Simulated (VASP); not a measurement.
These are PBEsol GGA, VASP's PBE PAW potentials (set 64) (plane waves; VASP) values and carry that method's errors.

VASP ran on this input.

### INCAR
```
LWAVE = .FALSE.
ALGO = Normal
ENCUT = 520
SYSTEM = B
LASPH = .TRUE.   ! aspherical one-centre terms
ISMEAR = 1   ! Methfessel-Paxton
IBRION = 2
PREC = Accurate
GGA = PS
EDIFFG = -0.01   ! ionic stop
EDIFF = 1E-6
NELM = 100
LCHARG = .FALSE.
LREAL = .FALSE.   ! projection in real space or not
ISIF = 3
NSW = 60   ! most ionic steps
SIGMA = 0.1
```

**POSCAR**
```
B
1
    1.2549690000     0.7245570000     2.3271870000
   -1.2549690000     0.7245570000     2.3271870000
    0.0000000000    -1.4491140000     2.3271870000
B
2
Direct
  0.2275400000   0.2275400000   0.2275400000
  0.7724600000   0.7724600000   0.7724600000
```

**KPOINTS**
```
Automatic mesh
0
Gamma
16 16 16
0 0 0
```

POTCAR, in this order: B (PBE.64 set). Program: vasp_std.

What VASP printed:

**OSZICAR**
```
...
  17 F= -.12041238E+02 E0= -.12041299E+02  d E =-.724295E-01
       N       E                     dE             d eps       ncg     rms          rms(c)
DAV:   1    -0.120411477793E+02    0.90278E-04   -0.35889E-03  8218   0.511E-01    0.155E-02
DAV:   2    -0.120411421491E+02    0.56302E-05   -0.37153E-05  8029   0.604E-02    0.777E-03
DAV:   3    -0.120411403673E+02    0.17819E-05   -0.85957E-06  8848   0.191E-02    0.148E-03
DAV:   4    -0.120411404345E+02   -0.67193E-07   -0.23417E-07  4270   0.511E-03
  18 F= -.12041140E+02 E0= -.12041228E+02  d E =-.723315E-01
       N       E                     dE             d eps       ncg     rms          rms(c)
DAV:   1    -0.120495801167E+02   -0.84397E-02   -0.27445E-02  7588   0.141E+00    0.484E-02
DAV:   2    -0.120495247911E+02    0.55326E-04   -0.28520E-04  8547   0.165E-01    0.252E-02
DAV:   3    -0.120495036257E+02    0.21165E-04   -0.74176E-05  8414   0.577E-02    0.393E-03
DAV:   4    -0.120495034804E+02    0.14534E-06   -0.22116E-06  6496   0.152E-02
  19 F= -.12049503E+02 E0= -.12049571E+02  d E =-.836305E-02
       N       E                     dE             d eps       ncg     rms          rms(c)
DAV:   1    -0.120715293905E+02   -0.22026E-01   -0.25057E-01  7868   0.424E+00    0.148E-01
DAV:   2    -0.120709967483E+02    0.53264E-03   -0.25958E-03  8309   0.498E-01    0.770E-02
DAV:   3    -0.120707992293E+02    0.19752E-03   -0.70331E-04  8694   0.178E-01    0.121E-02
DAV:   4    -0.120707975350E+02    0.16943E-05   -0.20913E-05  7140   0.468E-02    0.486E-03
DAV:   5    -0.120707973264E+02    0.20867E-06   -0.63011E-07  5530   0.754E-03
  20 F= -.12070797E+02 E0= -.12070870E+02  d E =-.296569E-01
       N       E                     dE             d eps       ncg     rms          rms(c)
DAV:   1    -0.120977561716E+02   -0.26959E-01   -0.10362E+00  8176   0.860E+00    0.312E-01
DAV:   2    -0.120953263563E+02    0.24298E-02   -0.10872E-02  8106   0.102E+00    0.160E-01
DAV:   3    -0.120944755857E+02    0.85077E-03   -0.31006E-03  8757   0.376E-01    0.256E-02
DAV:   4    -0.120944682056E+02    0.73801E-05   -0.96322E-05  7056   0.100E-01    0.101E-02
DAV:   5    -0.120944671082E+02    0.10974E-05   -0.25408E-06  8449   0.153E-02    0.268E-03
DAV:   6    -0.120944671621E+02   -0.53936E-07   -0.10022E-08  4375   0.102E-03
  21 F= -.12094467E+02 E0= -.12094493E+02  d E =-.533267E-01
       N       E                     dE             d eps       ncg     rms          rms(c)
DAV:   1    -0.120965797295E+02   -0.21126E-02   -0.14519E-01  8519   0.321E+00    0.118E-01
DAV:   2    -0.120962305892E+02    0.34914E-03   -0.14987E-03  7721   0.382E-01    0.606E-02
DAV:   3    -0.120961102913E+02    0.12030E-03   -0.44328E-04  9093   0.143E-01    0.976E-03
DAV:   4    -0.120961093558E+02    0.93549E-06   -0.13334E-05  6706   0.376E-02    0.395E-03
DAV:   5    -0.120961092817E+02    0.74086E-07   -0.39026E-07  5047   0.604E-03
  22 F= -.12096109E+02 E0= -.12096090E+02  d E =-.549688E-01
       N       E                     dE             d eps       ncg     rms          rms(c)
DAV:   1    -0.120961392997E+02   -0.29944E-04   -0.19022E-03  8547   0.368E-01    0.134E-02
DAV:   2    -0.120961346616E+02    0.46381E-05   -0.19564E-05  7728   0.437E-02    0.695E-03
DAV:   3    -0.120961329836E+02    0.16780E-05   -0.57288E-06  8904   0.163E-02    0.113E-03
DAV:   4    -0.120961329437E+02    0.39880E-07   -0.17187E-07  3920   0.431E-03
  23 F= -.12096133E+02 E0= -.12096120E+02  d E =-.549925E-01
       N       E                     dE             d eps       ncg     rms          rms(c)
DAV:   1    -0.120986135170E+02   -0.24805E-02   -0.75677E-03  7903   0.805E-01    0.165E-02
DAV:   2    -0.120986147793E+02   -0.12623E-05   -0.34533E-05  7329   0.582E-02    0.995E-03
DAV:   3    -0.120986135675E+02    0.12118E-05   -0.19392E-06  8848   0.108E-02    0.156E-03
DAV:   4    -0.120986134665E+02    0.10095E-06   -0.68822E-08  4452   0.257E-03
  24 F= -.12098613E+02 E0= -.12098547E+02  d E =-.248052E-02
       N       E                     dE             d eps       ncg     rms          rms(c)
DAV:   1    -0.121033865311E+02   -0.47730E-02   -0.67504E-02  7966   0.240E+00    0.497E-02
DAV:   2    -0.121033976860E+02   -0.11155E-04   -0.31482E-04  7315   0.176E-01    0.298E-02
DAV:   3    -0.121033906834E+02    0.70027E-05   -0.19829E-05  9009   0.340E-02    0.491E-03
DAV:   4    -0.121033903192E+02    0.36420E-06   -0.67649E-07  5642   0.803E-03
  25 F= -.12103390E+02 E0= -.12103430E+02  d E =-.725738E-02
       N       E                     dE             d eps       ncg     rms          rms(c)
DAV:   1    -0.120997616493E+02    0.36290E-02   -0.26809E-01  7798   0.474E+00    0.109E-01
DAV:   2    -0.120997735519E+02   -0.11903E-04   -0.13003E-03  7490   0.359E-01    0.654E-02
DAV:   3    -0.120997341787E+02    0.39373E-04   -0.10214E-04  8708   0.758E-02    0.103E-02
DAV:   4    -0.120997331337E+02    0.10450E-05   -0.35894E-06  6965   0.179E-02    0.291E-03
DAV:   5    -0.120997330175E+02    0.11619E-06   -0.31317E-07  4347   0.440E-03
  26 F= -.12099733E+02 E0= -.12099752E+02  d E =-.360007E-02
       N       E                     dE             d eps       ncg     rms          rms(c)
DAV:   1    -0.121042011112E+02   -0.44680E-02   -0.14911E-01  7840   0.357E+00    0.822E-02
DAV:   2    -0.121042059492E+02   -0.48381E-05   -0.69707E-04  7392   0.267E-01    0.489E-02
DAV:   3    -0.121041881602E+02    0.17789E-04   -0.63402E-05  8862   0.597E-02    0.739E-03
DAV:   4    -0.121041881463E+02    0.13957E-07   -0.21476E-06  6447   0.137E-02
  27 F= -.12104188E+02 E0= -.12104243E+02  d E =-.805520E-02
       N       E                     dE             d eps       ncg     rms          rms(c)
DAV:   1    -0.121042423916E+02   -0.54231E-04   -0.15240E-03  7798   0.360E-01    0.810E-03
DAV:   2    -0.121042421576E+02    0.23395E-06   -0.69954E-06  7315   0.263E-02
  28 F= -.12104242E+02 E0= -.12104292E+02  d E =-.810921E-02
       N       E                     dE             d eps       ncg     rms          rms(c)
DAV:   1    -0.121059359003E+02   -0.16935E-02   -0.30235E-02  7805   0.161E+00    0.683E-02
DAV:   2    -0.121058605660E+02    0.75334E-04   -0.25642E-04  8491   0.162E-01    0.386E-02
DAV:   3    -0.121058240577E+02    0.36508E-04   -0.73630E-05  8309   0.653E-02    0.490E-03
DAV:   4    -0.121058234877E+02    0.57008E-06   -0.21427E-06  6447   0.137E-02
  29 F= -.12105823E+02 E0= -.12105920E+02  d E =-.158133E-02
       N       E                     dE             d eps       ncg     rms          rms(c)
DAV:   1    -0.121060759626E+02   -0.25190E-03   -0.81748E-03  7826   0.837E-01    0.355E-02
DAV:   2    -0.121060555893E+02    0.20373E-04   -0.70024E-05  8519   0.848E-02    0.200E-02
DAV:   3    -0.121060458277E+02    0.97616E-05   -0.19902E-05  8176   0.338E-02    0.256E-03
DAV:   4    -0.121060457031E+02    0.12457E-06   -0.58745E-07  4865   0.722E-03
  30 F= -.12106046E+02 E0= -.12106152E+02  d E =-.180355E-02
       N       E                     dE             d eps       ncg     rms          rms(c)
DAV:   1    -0.121061208780E+02   -0.75050E-04   -0.10564E-03  8113   0.299E-01    0.772E-03
DAV:   2    -0.121061206631E+02    0.21489E-06   -0.73972E-06  7847   0.284E-02
  31 F= -.12106121E+02 E0= -.12106227E+02  d E =-.749600E-04
       N       E                     dE             d eps       ncg     rms          rms(c)
DAV:   1    -0.121061248094E+02   -0.39314E-05   -0.90370E-05  8260   0.890E-02    0.324E-03
DAV:   2    -0.121061248734E+02   -0.63995E-07   -0.49186E-07  7413   0.716E-03
  32 F= -.12106125E+02 E0= -.12106229E+02  d E =-.791703E-04
```

OUTCAR:
```
------------------------ aborting loop because EDIFF is reached ----------------------------------------
  FORCE on cell =-STRESS in cart. coord.  units (eV):
  Direction    XX          YY          ZZ          XY          YZ          ZX
  --------------------------------------------------------------------------------------
  Total       -0.0007946     -0.0007946      0.0045667      0.0000000     -0.0000000     -0.0000000
  in kB       -0.1011037     -0.1011037      0.5810368      0.0000000     -0.0000000     -0.0000000
  external PRESSURE =       0.1262765 kB  Pullay stress =       0.0000000 kB
  volume of cell :       12.59
      direct lattice vectors                 reciprocal lattice vectors
     1.180842953  0.681760250  2.606972758     0.423426332  0.244465216  0.127862223
    -1.180842953  0.681760250  2.606972758    -0.423426332  0.244465216  0.127862223
    -0.000000000 -1.363520500  2.606972758     0.000000000 -0.488930432  0.127862223
 POSITION                                       TOTAL-FORCE (eV/Angst)
 -----------------------------------------------------------------------------------
     -0.00000     -0.00000      1.95560         0.000000      0.000000     -0.008849
     -0.00000     -0.00000      5.86531        -0.000000     -0.000000      0.008849
 -----------------------------------------------------------------------------------
    total drift:                               -0.000000     -0.000000      0.000000
  FREE ENERGIE OF THE ION-ELECTRON SYSTEM (eV)
  ---------------------------------------------------
  free  energy   TOTEN  =       -12.1061248734 eV

  energy  without entropy=      -12.1064386918  energy(sigma->0) =      -12.10622948

 reached required accuracy - stopping structural energy minimisation
```
(Selected blocks of OUTCAR.)

### CONTCAR
```
B
   1.00000000000000
     1.1808429533600824    0.6817602501565615    2.6069727576066075
    -1.1808429533600824    0.6817602501565611    2.6069727576066075
    -0.0000000000000001   -1.3635205003131232    2.6069727576066075
  B
     2
Direct
     0.2500479937391275    0.2500479937391275    0.2500479937391275
     0.7499520062608721    0.7499520062608721    0.7499520062608721
```

The structure was generated: B was put into the A7 type (R-3m), which need not be its known phase. This run relaxes it. Symmetry was kept, so distortions that lower it aren't found.
